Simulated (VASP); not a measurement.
Method: PBE GGA with D3 dispersion (Becke-Johnson damping), VASP's PBE PAW potentials (set 64) (plane waves; VASP).

VASP ran on this input.

POSCAR:
```
MgI2 monolayer
1
    4.1114114381    -0.0000000000     0.0000000000
   -2.0557057191     3.5605863270     0.0000000000
    0.0000000000     0.0000000000    19.4224388553
I Mg
2 1
Direct
  0.6666670000   0.3333330000   0.4133063428
  0.3333330000   0.6666670000   0.5866936572
  0.0000000000   1.0000000000   0.5000000000
```

### KPOINTS
```
Regular mesh
0
gamma
  12 12 1
```

INCAR:
```
# general
SYSTEM  = MgI2 monolayer
PREC    = Normal
ENCUT   = 400
LREAL   = .FALSE.
LASPH   = .TRUE.

# electronic loop
EDIFF   = 1E-6
NELM    = 100
NELMIN  = 4
ALGO    = Normal
LMAXMIX = 4

# smearing
ISMEAR  = 0
SIGMA   = 0.05

# functional
GGA     = PE
IVDW    = 12

# output
LWAVE   = .FALSE.
LCHARG  = .FALSE.
LORBIT  = 11
LVHAR   = .TRUE.
```

POTCAR, in this order: I Mg (PBE.64 set). Program: vasp_std. Read from the step before: WAVECAR.

What VASP printed:

File OSZICAR:
```
       N       E                     dE             d eps       ncg     rms          rms(c)
DAV:   1    -0.771357992773E+01   -0.77136E+01   -0.26700E-04   500   0.248E-01    0.153E-02
DAV:   2    -0.771357424712E+01    0.56806E-05   -0.91658E-06   564   0.236E-02    0.261E-03
DAV:   3    -0.771357238112E+01    0.18660E-05   -0.22619E-06   556   0.104E-02    0.332E-03
DAV:   4    -0.771357125999E+01    0.11211E-05   -0.66673E-07   412   0.492E-03    0.111E-03
DAV:   5    -0.771357082659E+01    0.43340E-06   -0.22991E-07   424   0.272E-03
   1 F= -.84272187E+01 E0= -.84272187E+01  d E =-.366744E-16
```

### OUTCAR
```
------------------------ aborting loop because EDIFF is reached ----------------------------------------
 Edisp (eV)   -0.71365
  FORCE on cell =-STRESS in cart. coord.  units (eV):
  Direction    XX          YY          ZZ          XY          YZ          ZX
  --------------------------------------------------------------------------------------
  Total       0.17752     0.17752     0.04032    -0.00000     0.00000    -0.00000
  in kB       1.00031     1.00031     0.22719    -0.00000     0.00000    -0.00000
  external pressure =        0.74 kB  Pullay stress =        0.00 kB
  volume of cell :      284.33
      direct lattice vectors                 reciprocal lattice vectors
     4.111411438  0.000000000  0.000000000     0.243225475  0.140426310  0.000000000
    -2.055705719  3.560586327  0.000000000     0.000000000  0.280852620  0.000000000
     0.000000000  0.000000000 19.422438855     0.000000000  0.000000000  0.051486840
 POSITION                                       TOTAL-FORCE (eV/Angst)
 -----------------------------------------------------------------------------------
      2.05571      1.18686      8.02742        -0.000000     -0.000000     -0.016722
     -0.00000      2.37373     11.39502         0.000000      0.000000      0.016722
      0.00000      0.00000      9.71122         0.000000      0.000000      0.000000
 -----------------------------------------------------------------------------------
    total drift:                                0.000000      0.000000      0.000000
  FREE ENERGIE OF THE ION-ELECTRON SYSTEM (eV)
  ---------------------------------------------------
  free  energy   TOTEN  =        -8.4272187008 eV

  energy  without entropy=       -8.4272187008  energy(sigma->0) =       -8.42721870

 total charge

# of ion       s       p       d       tot
------------------------------------------
    1        1.505   2.829   0.013   4.347
    2        1.505   2.829   0.013   4.347
    3        0.140   0.114   0.029   0.283
--------------------------------------------------
tot          3.151   5.772   0.054   8.977
```
(Selected blocks of OUTCAR.)

### OUTCAR
```
 val. band max:       -3.2155728211   @ k =   0.0000   0.0000   0.0000

 cond. band min:       0.4013110990   @ k =   0.5000   0.0000   0.0000


 Fermi energy:        -2.9415112928

 k-point     1 :       0.0000    0.0000    0.0000
  band No.  band energies     occupation
      1     -15.1972      2.00000
      2     -14.6690      2.00000
      3      -6.3536      2.00000
      4      -4.0091      2.00000
      5      -3.4888      2.00000
      6      -3.4888      2.00000
      7      -3.2156      2.00000
      8      -3.2156      2.00000
      9       0.8835      0.00000
     10       1.7311      0.00000
     11       2.7261      0.00000
     12       2.7604      0.00000

 k-point     2 :       0.0833   -0.0000    0.0000
  band No.  band energies     occupation
      1     -15.1602      2.00000
      2     -14.6450      2.00000
      3      -6.3180      2.00000
      4      -4.0632      2.00000
      5      -3.7309      2.00000
      6      -3.5813      2.00000
      7      -3.4703      2.00000
      8      -3.2340      2.00000
      9       1.1416      0.00000
     10       2.0357      0.00000
     11       2.7211      0.00000
     12       2.7952      0.00000

 k-point     3 :       0.1667   -0.0000    0.0000
  band No.  band energies     occupation
      1     -15.0546      2.00000
      2     -14.5789      2.00000
      3      -6.2315      2.00000
      4      -4.5843      2.00000
      5      -4.0510      2.00000
      6      -3.8550      2.00000
      7      -3.7903      2.00000
      8      -3.3138      2.00000
      9       1.5401      0.00000
     10       2.2483      0.00000
     11       2.8448      0.00000
     12       2.9553      0.00000

 k-point     4 :       0.2500    0.0000    0.0000
  band No.  band energies     occupation
      1     -14.8978      2.00000
      2     -14.4890      2.00000
      3      -6.1861      2.00000
      4      -5.2944      2.00000
      5      -4.5845      2.00000
      6      -4.0257      2.00000
...
```

Unless said otherwise, spin-orbit coupling is left out, though it shifts the bands of the heavy elements here.

The cell is a sheet with vacuum, built from MgI2 (1T layered).
